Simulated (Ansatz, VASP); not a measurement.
# Cross-check of GaN between VASP and Ansatz, part 2 of 2

Wanted: the spread between two codes on one cell, functional and k mesh. The cell is taken from a series of runs on this material, whose earlier steps may have relaxed, scaled, displaced or heated it; both programs get it as it stands.

VASP 6.6.1 and Ansatz 0.2.0.

So far: Starting point; VASP: G0W0 gap, HSE06 form with 40 % exact exchange, screening 0.2078 1/A with an exact-exchange share of 0.4.

## (3) Ansatz: G0W0 gap, HSE06 form with 40 % exact exchange, screening 0.2078 1/A with an exact-exchange share of 0.4

Level of this step: Ansatz beside VASP: G0W0 on Kohn-Sham DFT, plane waves, HSE06 form with 40 % exact exchange, screening 0.2078 1/A (Ansatz).

Ansatz runs on its PAW soft_1 files.

The same cell, functional and mesh now go to Ansatz, which takes its cutoff from its data sets.

Contents of input.yaml:

```yaml
crystal:
  lattice:
    - [3.19, 0.0, 0.0]
    - [-1.595, 2.7626210381, 0.0]
    - [0.0, 0.0, 5.189]
  atoms:
    - { symbol: Ga, position: [0.6666666667, 0.3333333333, 0.0] }
    - { symbol: Ga, position: [0.3333333333, 0.6666666667, 0.5] }
    - { symbol: "N", position: [0.6666666667, 0.3333333333, 0.375] }
    - { symbol: "N", position: [0.3333333333, 0.6666666667, 0.875] }
kpoints:
  mp_grid: { grid: [9, 9, 4] }
hamiltonian:
  xc:
    exchange: pbe
    correlation: pbe
    exx: { coeff: 0.4, omega: 0.2078 }
  pseudopotentials: { kind: paw, azcp: { folder: soft_1 } }
scf:
  occupations: { method: fixed }
gw:
  n_empty_bands: 190
  ecut_chi: 150.0
  qp_bands: [v2, c2]
  qp_kpoints: band_edges
  screening: { model: contour_deformation }
```

Command:

```
$ ansatz run input.yaml --threads 4 --pin off --max-ram 138240MiB --backend cuda --events-out ev --progress --plain --runs-dir out --devices 1 --max-vram 26GiB
```

Numbers of over 12 decimals in the logs are rounded to 6 here.

Log:

```text
GPUs: using 1 of 1 available (devices: 1).
Engine: ansatz 0.2.0, x86_64-unknown-linux-gnu
Pseudopotentials: kind: paw
Pseudopotential: Ga, paw, valence charge 13, recommended cutoff 420 eV (normal), soft_1/Ga.paw.azcp
Pseudopotential: N, paw, valence charge 5, recommended cutoff 420 eV (normal), soft_1/N.paw.azcp
Functional definition: unnamed
  parameter a_1 = 0.4
  parameter omega_1 = 0.2078/angstrom
  exchange = pbe_x + (-a_1)*pbe_x_sr(omega_1) + a_1*exact_x_sr(omega_1)
  correlation = pbe_c
davidson cushion auto → on  (no smearing: the cushion is to keep the highest requested band from converging to the state above it; pin scf.eigensolver.cushion to override)
device memory: the entry about to start is reckoned to put 1.0 GiB on a device that reports 63.9 GiB free (of which the cap on the GPU budget leaves the run 26.0 GiB)
GPU FFT provider: cuFFT
GPU libraries: cuBLAS 13.8.2, cuFFT 12.4.0, cuSOLVER 12.3.4
Crystal: 4 atoms, lattice volume = 45.729 Å³
Basis set: ecut = 420 eV, 917 PW (Γ)
Bands: 22, of which v1, the nominal top of the filled ones, is band 18 counted from 1 (17 counted from 0)
Symmetry: 12 space group operations
Space group: P63mc (ITA 186), of the structure as read, at distance tolerance 3.6e-5 Å
k-points: 36 of 324 (time reversal used)
Non-local potential: Ga, projectors of the file, l = 0: 2, l = 1: 2, l = 2: 3, l = 3: 1
Non-local potential: N, projectors of the file, l = 0: 2, l = 1: 2, l = 2: 1
PAW form: soft (Blöchl's): semilocal exchange-correlation on the pseudo side does not see the compensation charge
PAW frozen core: Ga, regenerated for the run's functional, and the local potential with it (the file was generated under x = pbe(κ = 0.804, μ = 0.219515), c = pbe(β = 0.066725))
PAW frozen core: N, regenerated for the run's functional, and the local potential with it (the file was generated under x = pbe(κ = 0.804, μ = 0.219515), c = pbe(β = 0.066725))
PAW one-centre angular grid: Ga, 590 points (default); XC on 64 Gauss nodes
PAW one-centre angular grid: N, 110 points (default); XC on 64 Gauss nodes
Initial density: superposition of atomic densities (chi_scale 0.1, normalization cell, long waves kept (reshape's long-wave potential 0.00 eV rms))
Initial wavefunctions: pseudopotential atomic-orbital guess
GPU buffer pool allocated for 20736 grid points (all kernels)
GPU transforms: local potential and band sums: pruned to the plane-wave sphere, on 24×24×36
Functional: x = pbe(κ = 0.804, μ = 0.219515), c = pbe(β = 0.066725), warm-up for x = pbe(κ = 0.804, μ = 0.219515) + 0.4 (exact − pbe) at short range (hse, ω = 0.2078 Å⁻¹), c = pbe(β = 0.066725)
SCF iter   1: F=—  HF=-8337.147673 eV  |F-HF|=—  |Δ(HF+E_count)|=         —  Δρ=1.14e-1  dr2=5.13e0  ethr=1.00e-1  ⟨swp⟩=4.1  Hψ=2352  notcnv=0
preconditioner: auto → none  [insulator: Δε(μ)=2.711 eV  Ē_g=16.876 eV  n_scr=22 (ndim 8)  ℏωp=32.9 eV  f_vac=0.000]
SCF iter   2: F=—  HF=-8336.095529 eV  |F-HF|=—  |Δ(HF+E_count)|=    1.05e0  Δρ=6.23e-2  dr2=1.09e0  ethr=1.42e-2  ⟨swp⟩=3.4  Hψ=2108  notcnv=0
iter 3 solved again at ethr=2.59e-4 eV; its pass at ethr=3.01e-3 eV (dr2=9.34e-2 eV) is discarded
SCF iter   3: F=—  HF=-8335.846981 eV  |F-HF|=—  |Δ(HF+E_count)|=   2.49e-1  Δρ=2.10e-2  dr2=9.49e-2  ethr=2.59e-4  ⟨swp⟩=2.8  Hψ=3818  notcnv=0
SCF iter   4: F=—  HF=-8335.842371 eV  |F-HF|=—  |Δ(HF+E_count)|=   4.61e-3  Δρ=6.26e-3  dr2=8.19e-3  ethr=2.59e-4  ⟨swp⟩=2.2  Hψ=1775  notcnv=0
SCF iter   5: F=-8335.838380 eV  HF=-8335.838437 eV  |F-HF|=5.70e-5  |Δ(HF+E_count)|=   3.93e-3  Δρ=9.53e-4  dr2=1.82e-4  ethr=2.28e-5  ⟨swp⟩=3.0  Hψ=2327  notcnv=0
SCF 1 stopped early in 5 iterations: F = -8335.838380 eV  dr2 = 1.82e-4
  greatest PAW one-centre occupation: 0.995 electrons in one spin orbital (limit 2), on the Ga atom at site 1 (counted from 0), in its partial waves of l = 2
device memory: the entry about to start is reckoned to put 1.6 GiB (of the 1.7 GiB reckoned in all, the device holds 0.1 GiB already) on a device that reports 63.9 GiB free (of which the cap on the GPU budget leaves the run 25.9 GiB)
GPU FFT provider: cuFFT
GPU libraries: cuBLAS 13.8.2, cuFFT 12.4.0, cuSOLVER 12.3.4
Initial density: handed on by an earlier stage of this run
Initial wavefunctions: those handed on with the density
GPU buffer pool allocated for 20736 grid points (all kernels)
GPU transforms: local potential and band sums: pruned to the plane-wave sphere, on 24×24×36
Functional: x = pbe(κ = 0.804, μ = 0.219515) + 0.4 (exact − pbe) at short range (hse, ω = 0.2078 Å⁻¹), c = pbe(β = 0.066725)
[...]
E_vpaw       = -715.452798  (= ΣTr[D̂ρ^β])
  E_aug_tail   = 0.001486  (compensation charges beyond the density's cutoff)
  E_ewald      = -3172.508547
  E_core_change = 0.229849  (= ΣΔE_core)
  E_smearing   = -0.000000  (= −TS)
  E_closure    = -0.000000  (closes the sum)
  Σ components = -8337.579535   (vs F -8337.579535, Δ=0.00e0)
--- Band table (eV; the first three rows and the last of 36) ---
  k-point 0: bands = [... 14 lower, 7.1452, 8.2582, 8.3210, 8.3210, 12.2808, 14.8871]
  k-point 1: bands = [... 14 lower, 7.3093, 7.3093, 8.1404, 8.1404, 13.4829, 15.0010]
  k-point 2: bands = [... 14 lower, 7.7166, 7.7166, 7.7166, 7.7166, 14.8341, 14.8341]
  k-point 35: bands = [... 14 lower, 3.6623, 3.6623, 6.6664, 6.6664, 17.1071, 17.1071]
  guard bands above this table: 2 of the run's 22 bands. The solve was not asked for them (output.publish_guard_bands: true or output.eigenvalues: true publishes all)
--- G₀W₀: contour deformation, 6 samples at zero and on the imaginary axis and 2 off it, 324 q-points, 190 empty bands' worth ---
  eigenvalues of the whole cell's RPA ε∞ on this k-mesh (on a slab, of 1 + 4πα/V) = 3.9415, 3.9415, 4.0407; static W/v taken at q = 0 is 0.251066
  bands read: the sum over 208 bands ends inside a degenerate multiplet in 1 slot, whose members it reads at an even weight; the widest, k=0: bands 208 to 209 (counted from 1) at 1/2 each
  gw.qp_kpoints: band_edges: 19 of 36 stored k-points solved, in 1 pass; an edge of the gap read off the rows below is read off those points alone
    valence top: of the k-points left out ik 7 came nearest to being solved in a further pass, in band 18 (counted from 1, as in the quasiparticle table): it holds the edge there only if its correction is more favourable than any solved in that band by at least 0.712 eV; those differ by 0.074 eV
    conduction bottom: of the k-points left out ik 16 came nearest to being solved in a further pass, in band 19 (counted from 1, as in the quasiparticle table): it holds the edge there only if its correction is more favourable than any solved in that band by at least 2.297 eV; those differ by 0.214 eV
    ik  band        ε_KS         Σx   Σc(E_QP)       V_xc       Z   E_QP_lin       E_QP  E_QP is
     0    17      8.3210   -23.4477     2.5620   -21.1103  0.8170     8.5453     8.5457  root
     0    18      8.3210   -23.4477     2.5620   -21.1103  0.8170     8.5453     8.5457  root
     0    19     12.2808   -10.6056    -3.6139   -14.4513  0.8470    12.5127    12.5125  root
     0    20     14.8871    -9.4648    -4.1353   -13.7931  0.8517    15.0802    15.0800  root
     1    17      8.1404   -23.3316     2.5968   -20.9522  0.8167     8.3576     8.3579  root
     1    18      8.1404   -23.3316     2.5968   -20.9522  0.8167     8.3576     8.3579  root
     1    19     13.4829   -10.9889    -3.6679   -14.9202  0.8407    13.7466    13.7462  root
     1    20     15.0010    -9.4453    -4.1532   -13.7894  0.8493    15.1921    15.1919  root
     2    17      7.7166   -23.0310     2.6595   -20.5773  0.8158     7.9221     7.9224  root
     2    18      7.7166   -23.0310     2.6595   -20.5773  0.8158     7.9221     7.9224  root
     2    19     14.8341   -10.0308    -4.0631   -14.3102  0.8410    15.0506    15.0503  root
     2    20     14.8341   -10.0308    -4.0631   -14.3102  0.8410    15.0506    15.0503  root
     3    17      8.1209   -23.2385     2.5799   -20.8698  0.8167     8.3319     8.3322  root
     3    18      8.2007   -23.3566     2.5854   -20.9909  0.8167     8.4201     8.4205  root
     3    19     13.1426   -11.0007    -3.6112   -14.8761  0.8420    13.4071    13.4067  root
     3    20     15.6581    -9.7162    -4.2139   -14.1388  0.8465    15.8670    15.8667  root
     4    17      7.7431   -22.9883     2.6370   -20.5517  0.8160     7.9433     7.9436  root
     4    18      7.9910   -23.2064     2.6183   -20.8000  0.8163     8.2025     8.2029  root
     4    19     14.0458   -10.8647    -3.7709   -14.8978  0.8382    14.3083    14.3079  root
     4    20     15.7490    -9.6760    -4.2404   -14.1194  0.8438    15.9523    15.9520  root
     5    17      7.5071   -22.8505     2.6832   -20.3660  0.8154     7.7054     7.7057  root
     5    18      7.5071   -22.8505     2.6832   -20.3660  0.8154     7.7054     7.7057  root
     5    19     15.4113   -10.1099    -4.1436   -14.4717  0.8362    15.6299    15.6295  root
     5    20     15.4113   -10.1099    -4.1436   -14.4717  0.8362    15.6299    15.6295  root
[...]
33    17      4.9722   -21.2036     2.9919   -18.3706  0.8062     5.1309     5.1312  root
    33    18      5.2839   -21.5057     2.9972   -18.6593  0.8078     5.4345     5.4347  root
    33    19     15.3269    -6.6204    -3.9114   -10.5816  0.8598    15.3767    15.3767  root
    33    20     19.0178   -10.5697    -4.9242   -15.7154  0.8176    19.2397    19.2393  root
    35    17      6.6664   -22.0937     2.7786   -19.5015  0.8124     6.8526     6.8529  root
    35    18      6.6664   -22.0937     2.7786   -19.5015  0.8124     6.8526     6.8529  root
    35    19     17.1071    -8.6503    -4.3652   -13.1627  0.8486    17.2543    17.2541  root
    35    20     17.1071    -8.6503    -4.3652   -13.1627  0.8486    17.2543    17.2541  root
```

Reading the cycles: dr2 is the Hartree energy of the density residual (eV), the measure of convergence; HF is the Harris–Foulkes estimate of the energy, which meets the free energy F at convergence.

## (4) Differences

Known differences besides the potentials themselves: exact exchange at q = 0 is treated differently, which shows on coarse meshes; VASP keeps PBE cores, Ansatz makes them for the functional; fixed occupations in Ansatz, narrow Gaussian smearing in VASP; the cutoff is 420 eV in Ansatz and 450 eV in VASP; Ansatz integrates over frequency by contour deformation, VASP on a grid of NOMEGA points; Ansatz's G0W0 levels solve the quasiparticle equation, VASP's are linearised. Total energies have different zeros and are not compared.

Compared:

```
                   quantity  Ansatz  VASP  difference
  G0W0 gap on the mesh (eV)    3.97  4.00       -0.03
Kohn-Sham gap under it (eV)    3.96  3.97       -0.01
```

## (5) Results

- difference in G0W0 gap on the mesh (G0W0 gap, HSE06 form with 40 % exact exchange, screening 0.2078 1/A with an exact-exchange share of 0.4): -0.030 eV

The difference in G0W0 gap on the mesh is -0.030 eV (G0W0 gap, HSE06 form with 40 % exact exchange, screening 0.2078 1/A with an exact-exchange share of 0.4). How closely two codes agree says nothing of how well the functional describes the real material.

[Lines on the potential files, build, host, timing and source positions are cut from VASP's logs without a mark.]

[Logs are printed without paths, hosts, clocks, repeated set-up lines and the standing remarks that a program may print on its own settings, such as how far it seeks lower states.]

[Hosts, paths, dates, database ids (printed as entryN), source tags and the programs' standing remarks are cut or masked in the printed files.]
